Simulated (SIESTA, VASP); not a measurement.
This is a calculation of MoN2 for VASP 6.6.1. Measurements of this composition are mostly on another form, of space group No. 160.

File INCAR:

```
PREC     = Accurate       # precision mode
ENCUT    = 520            # plane-wave cutoff, eV
EDIFF    = 1E-7           # SCF threshold, eV
ISMEAR   = -1             # smearing method
SIGMA    = 0.05           # smearing width, eV
LREAL    = F              # projectors in reciprocal space
LASPH    = T              # aspherical terms in the spheres
NELM     = 60             # most SCF steps
ALGO     = Normal         # electronic algorithm
ISIF     = 2              # what is computed and relaxed
LWAVE    = F              # write WAVECAR
LCHARG   = F              # write CHGCAR
GGA      = PS             # functional
NBANDS   = 33             # bands
KPAR     = 2
```

The input KPOINTS:

```
Automatic mesh
0
Gamma
  6 6 10
```

Contents of POSCAR:

```
MoN2
1.0
    4.3480530000      0.0000000000      0.0000000000
    0.0000000000      4.3480530000      0.0000000000
    0.0000000000      0.0000000000      2.7674600000
Mo N
2 4
Direct
    0.0000000000      0.0000000000      0.0000000000
    0.5000000000      0.5000000000      0.0000000000
    0.6116470000      0.8883530000      0.5000000000
    0.3883530000      0.1116470000      0.5000000000
    0.1116470000      0.6116470000      0.5000000000
    0.8883530000      0.3883530000      0.5000000000
```

Potentials or basis: VASP PAW PBE potentials, release 64 (Mo_sv, N).

The run is started by

```console
$ cat potpaw_PBE.64/Mo_sv/POTCAR potpaw_PBE.64/N/POTCAR > POTCAR
$ mpirun -np 2 vasp_std > vasp.out
```

Problem. Set up the same calculation for SIESTA 5.4.2. Potentials or basis there: files PseudoDojo sr-pbesol-0.4.1-standard, DZP (energy shift 0.003 Ry; two zetas on semicore shells).

Solution. As run (cutoffs and basis follow the program's own potentials, and thresholds, step limits or extra output files can differ):

File MoN2.fdf:

```
SystemName                      MoN2
SystemLabel                     MoN2
NumberOfSpecies                 2
NumberOfAtoms                   6
%block ChemicalSpeciesLabel
  1  42 Mo
  2   7 N
%endblock ChemicalSpeciesLabel

LatticeConstant                 1.0 Ang
%block LatticeVectors
     4.3480530000     0.0000000000     0.0000000000
     0.0000000000     4.3480530000     0.0000000000
     0.0000000000     0.0000000000     2.7674600000
%endblock LatticeVectors
AtomicCoordinatesFormat         Fractional
%block AtomicCoordinatesAndAtomicSpecies
     0.0000000000     0.0000000000     0.0000000000  1  Mo
     0.5000000000     0.5000000000     0.0000000000  1  Mo
     0.6116470000     0.8883530000     0.5000000000  2  N
     0.3883530000     0.1116470000     0.5000000000  2  N
     0.1116470000     0.6116470000     0.5000000000  2  N
     0.8883530000     0.3883530000     0.5000000000  2  N
%endblock AtomicCoordinatesAndAtomicSpecies

%block kgrid.MonkhorstPack
    6   0   0  0.0
    0   6   0  0.0
    0   0  10  0.0
%endblock kgrid.MonkhorstPack
XC.Functional                   GGA
XC.Authors                      PBEsol
PAO.BasisSize                   DZP
PAO.EnergyShift                 0.003 Ry
Mesh.Cutoff                     800 Ry
OccupationFunction              FD
ElectronicTemperature           0.05 eV
MaxSCFIterations                120
SCF.MustConverge                false
SCF.Mixer.Method                Pulay
SCF.Mixer.Weight                0.25
SCF.Mixer.History               8
SCF.DM.Tolerance                5.0e-05
SCF.H.Tolerance                 1.0e-03 eV
WriteForces                     true
Charge.Mulliken                 end
%block PAO.Basis
  Mo 5
  n=4 0 2
    3.234 0.000
  n=5 0 2
    8.897 0.000
  n=4 1 2
    3.729 0.000
  n=5 1 1
    8.897
  n=4 2 2
    6.735 0.000
%endblock PAO.Basis
```

Potentials or basis: PseudoDojo 0.4 standard (PBEsol files), converted to PSML, two zetas on semicore shells, DZP (energy shift 0.003 Ry; two zetas on semicore shells).

Launch:

```sh
$ siesta MoN2.fdf > MoN2.out 2>&1
```

Both were run:

|  | VASP | SIESTA |
| --- | --- | --- |
| Pressure | -13.5 GPa | -4.3 GPa |

VASP's potentials were made for PBE.

The two runs disagree by more than potentials and bases usually give (in gap, levels, pressure or energy); the cause wasn't traced.

The cell lies far from this level's equilibrium.

Pressure is positive in compression.
